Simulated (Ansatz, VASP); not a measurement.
**Cross-check of HfC between VASP and Ansatz**

Wanted: the spread between two codes on one cell, functional and k mesh. The cell is taken from a series of runs on this material, whose earlier steps may have relaxed, scaled, displaced or heated it; both programs get it as it stands.

Calculated with Ansatz 0.2.0; plane waves, with VASP 6.6.1 beside it; zone-centre phonons at LDA.

## (1) The starting structure

The structure is tetragonal, space group I4/mmm (No. 139). Conventional cell: a = 3.298 Å, b = 3.298 Å, c = 4.539 Å, α = 90.00°, β = 90.00°, γ = 90.00°. Nearest to C lie 6 Hf at 2.27 to 2.33 Å. Nearest to Hf lie 6 C at 2.27 to 2.33 Å. Farther neighbours are not listed.

## (2) Ansatz: zone-centre phonons, LDA

Ansatz runs on its PAW soft_1 files.

Second derivatives magnify differences that forces hide, and they need a tight electronic threshold.

input.yaml

```yaml
crystal:
  lattice:
    - [0.0, 2.3321000507, 2.2693611725]
    - [2.3321000507, 0.0, 2.2693611725]
    - [2.3321000507, 2.3321000507, 0.0]
  atoms:
    - { symbol: C, position: [0.0, 0.0, 0.0] }
    - { symbol: Hf, position: [0.5, 0.5, 0.5] }
kpoints:
  mp_grid: { grid: [16, 16, 16] }
hamiltonian:
  xc: lda
  pseudopotentials: { kind: paw, azcp: { folder: soft_1 }, xc_functional: pbe }
scf:
  occupations: { method: methfessel_paxton, width: 0.2 }
output:
  eigenvalues: true
phonons:
  method: dfpt
```

Launch:

```bash
ansatz run input.yaml --threads 4 --pin off --max-ram 10240MiB --backend cpu --events-out ev --progress --plain --runs-dir out
```

Numbers of over 12 decimals in the logs are rounded to 6 here.

Log:

```text
zone centre: on kpoints.mp_grid the ground state, and the responses unless they are solved on pairs of k-points, stand on 621 of the mesh's 4096 k-points, reduced under 8 symmetry operations, with k and −k counted as one. Each operation leaves every solved displacement unchanged or reverses it
Engine: ansatz 0.2.0, aarch64-unknown-linux-gnu
Pseudopotentials: kind: paw
Pseudopotential: C, paw, valence charge 4, recommended cutoff 420 eV (normal), soft_1/C.paw.azcp
Pseudopotential: Hf, paw, valence charge 26, recommended cutoff 420 eV (normal), soft_1/Hf.paw.azcp
Functional definition: SPW92
  exchange = slater_x
  correlation = pw_c
Crystal: 2 atoms, lattice volume = 24.685 Å³
Basis set: ecut = 420 eV, 515 PW (Γ), exchange–correlation on 48×48×48 points (8 copies of the dense FFT grid, shifted against one another)
Bands: 19, of which v1, the nominal top of the filled ones, is band 15 counted from 1 (14 counted from 0)
Symmetry: 16 space group operations
k-points: 621 of 4096 (irreducible under 8 space group operations)
Non-local potential: C, projectors of the file, l = 0: 2, l = 1: 2, l = 2: 1
Non-local potential: Hf, projectors of the file, l = 0: 3, l = 1: 2, l = 2: 2, l = 3: 3
PAW form: soft (Blöchl's): semilocal exchange-correlation on the pseudo side does not see the compensation charge
PAW frozen core: C, regenerated for the run's functional, and the local potential with it (the file was generated under x = pbe(κ = 0.804, μ = 0.219515), c = pbe(β = 0.066725))
PAW frozen core: Hf, regenerated for the run's functional, and the local potential with it (the file was generated under x = pbe(κ = 0.804, μ = 0.219515), c = pbe(β = 0.066725))
PAW one-centre angular grid: C, 110 points (default); XC on 64 Gauss nodes
PAW one-centre angular grid: Hf, 590 points (default); XC on 64 Gauss nodes
Initial density: superposition of atomic densities (chi_scale 0.1, normalization cell, long waves kept (reshape's long-wave potential 0.00 eV rms))
Initial wavefunctions: pseudopotential atomic-orbital guess
Functional: x = slater, c = lda
SCF iter   1: F=—  HF=-15723.104612 eV  |F-HF|=—  |Δ(HF+E_count)|=         —  Δρ=8.89e-2  dr2=2.67e0  ethr=3.10e-3  ⟨swp⟩=5.0  Hψ=51842  notcnv=0
preconditioner: auto → Kerker (q_TF=auto, 2.818 Å⁻¹)  [metal: Δε(μ)=0.026 eV  Ē_g=17.666 eV  σ=0.200 eV  W_gap=0.11  n_scr=14 (ndim 8)  ℏωp=39.5 eV  f_vac=0.000  D(μ)=0.19/eV (n_scr^D=0)]
SCF iter   2: F=—  HF=-15722.542686 eV  |F-HF|=—  |Δ(HF+E_count)|=   5.62e-1  S|Δr|=    0.00e0  Δρ=3.21e-2  dr2=2.53e-1  ethr=3.10e-3  ⟨swp⟩=2.2  Hψ=20559  notcnv=0  defer=2
SCF iter   3: F=—  HF=-15722.485245 eV  |F-HF|=—  |Δ(HF+E_count)|=   5.74e-2  S|Δr|=    0.00e0  Δρ=1.39e-2  dr2=3.02e-2  ethr=8.42e-4  ⟨swp⟩=2.0  Hψ=20866  notcnv=0
SCF iter   4: F=—  HF=-15722.477577 eV  |F-HF|=—  |Δ(HF+E_count)|=   7.67e-3  S|Δr|=    0.00e0  Δρ=7.70e-3  dr2=7.26e-3  ethr=1.01e-4  ⟨swp⟩=2.1  Hψ=21180  notcnv=0
SCF iter   5: F=—  HF=-15722.476801 eV  |F-HF|=—  |Δ(HF+E_count)|=   7.76e-4  S|Δr|=    0.00e0  Δρ=1.55e-3  dr2=3.23e-4  ethr=2.42e-5  ⟨swp⟩=2.1  Hψ=18075  notcnv=0
SCF iter   6: F=—  HF=-15722.476740 eV  |F-HF|=—  |Δ(HF+E_count)|=   6.08e-5  S|Δr|=    0.00e0  Δρ=2.82e-4  dr2=1.93e-5  ethr=1.08e-6  ⟨swp⟩=3.0  Hψ=21748  notcnv=0
SCF iter   7: F=—  HF=-15722.476747 eV  |F-HF|=—  |Δ(HF+E_count)|=   6.93e-6  S|Δr|=    0.00e0  Δρ=7.73e-5  dr2=1.08e-6  ethr=6.44e-8  ⟨swp⟩=2.3  Hψ=21915  notcnv=0
SCF iter   8: F=—  HF=-15722.476746 eV  |F-HF|=—  |Δ(HF+E_count)|=   9.24e-7  S|Δr|=    0.00e0  Δρ=1.39e-5  dr2=2.51e-8  ethr=3.58e-9  ⟨swp⟩=2.5  Hψ=21195  notcnv=0
SCF iter   9: F=—  HF=-15722.476746 eV  |F-HF|=—  |Δ(HF+E_count)|=   2.06e-8  S|Δr|=    0.00e0  Δρ=2.62e-6  dr2=8.64e-10  ethr=8.37e-11  ⟨swp⟩=3.0  Hψ=23647  notcnv=1
SCF iter  10: F=—  HF=-15722.476746 eV  |F-HF|=—  |Δ(HF+E_count)|=   1.17e-9  S|Δr|=    0.00e0  Δρ=3.85e-7  dr2=2.82e-11  ethr=2.88e-12  ⟨swp⟩=3.3  Hψ=25068  notcnv=1
SCF iter  11: F=-15722.476746 eV  HF=-15722.476746 eV  |F-HF|=0.00e0  |Δ(HF+E_count)|=  2.00e-11  S|Δr|=    0.00e0  Δρ=5.54e-8  dr2=4.54e-13  ethr=1.00e-12  ⟨swp⟩=8.0  Hψ=71415  notcnv=0
SCF 1 converged in 11 iterations: F = -15722.476746 eV  dr2 = 4.54e-13
  Residual-converged pass: ⟨swp⟩=1.0  Hψ=14286  notcnv=0  max |occ|·‖R‖ = 7.1e-9 eV (tolerance 1.0e-8 eV)  dr2=4.54e-13  dr2_onsite=9.97e-14  max |Δocc| = 2.5e-11
  greatest PAW one-centre occupation: 0.998 electrons in one spin orbital (limit 2), on the Hf atom at site 1 (counted from 0), in its partial waves of l = 3
DFPT response loops at Γ: preconditioner auto → Kerker (q_TF=auto, 2.818 Å⁻¹) (partly filled bands, converged f_vac=0.000); β = 1.00, the filter's whole step (`scf.mixing.beta` (0.50) is not read by the response loops under this deck's `scf.mixing.preconditioner`; to damp them name `kerker` or `kerker_dos`, under which they read `scf.mixing.beta`, and type it under 1.00, their step now; both keys bind the ground state too); Broyden in place of MSR1
SCF converged after 11 iterations
Stability not checked: this state was not tested for a lower state beside it, because cold or Methfessel-Paxton smearing, or corrected tetrahedra, fill the levels in a way that the test cannot read (fill_not_monotonic; see scf.lower_state_search)
Free energy (F): -15722.476746 eV
Harris-Foulkes:  -15722.476746 eV  (|F-HF|=0.00e0)
Internal energy: -15722.476575 eV  (E = F + TS)
E sigma→0 (E₀):  -15722.476703 eV
Entropy (-TS):   -0.000171 eV (-0.086 meV/atom)
Fermi energy:    18.602841 eV
--- Per-component energies (eV) ---
  E_band       = 67.235157
  E_kinetic    = 494.744233
  E_local      = -6193.116902  (includes V_loc(G=0)·N_el)
  E_nonlocal   = 99.174075
  E_hartree    = 3029.190202
  E_xc         = -312.097727
  E_vxc        = -314.112980  (∫ρ·V_xc dr)
  E_paw        = -7548.051913  (= ΣΔE_a)
  E_vpaw       = -77.833743  (= ΣTr[D̂ρ^β])
  E_aug_tail   = 0.000122  (compensation charges beyond the density's cutoff)
  E_ewald      = -5294.838586
  E_core_change = 2.519920  (= ΣΔE_core)
  E_smearing   = -0.000171  (= −TS)
  E_closure    = 0.000000  (closes the sum)
  Σ components = -15722.476746   (vs F -15722.476746, Δ=0.00e0)
--- Band table (eV; the first three rows and the last of 621) ---
  k-point 0: bands = [... 11 lower, 7.6497, 19.6307, 19.6307, 19.7842, 19.7842, 19.7849, 20.0749, 21.7609]
  k-point 1: bands = [... 11 lower, 7.6487, 18.8510, 19.0395, 19.1898, 20.0604, 20.1873, 20.4810, 22.2830]
  k-point 2: bands = [... 11 lower, 7.6486, 17.7960, 18.2136, 18.3599, 20.4111, 20.5154, 20.9103, 23.3694]
  k-point 620: bands = [... 11 lower, 8.2699, 16.2695, 16.6455, 18.4664, 18.4664, 23.9264, 25.3269, 25.3269]
--- Phonons (Γ-DFPT): 4 representative perturbations + reference, on 621 of 4096 k-points (Σ response iterations 12) ---
  k mesh reduced under 8 symmetry operations, with k and −k counted as one. Each operation leaves every solved displacement unchanged or reverses it
  ASR residual: 4.201e-5 → 0.000e0 eV/Å²; symmetrization residual: 9.230e-7 eV/Å²
  ASR residual per site (eV/Å²): 8.12e-6 4.20e-5
  Γ frequencies (cm⁻¹): 0.00 0.00 0.00 402.74 402.74 487.22
  non-analytic LO–TO correction: not included (Born effective charges unavailable; polar crystals: no LO–TO splitting at Γ)
```

The column dr2 measures how far the density is from self-consistency, as an energy; F and HF (Harris–Foulkes) agree once it is small.

(Continued in part 2 of 2.)

[Lines on the potential files, build, host, timing and source positions are cut from VASP's logs without a mark.]

[Logs are printed without paths, hosts, clocks, repeated set-up lines and the standing remarks that a program may print on its own settings, such as how far it seeks lower states.]

[Hosts, paths, dates, database ids (printed as entryN), source tags and the programs' standing remarks are cut or masked in the printed files.]
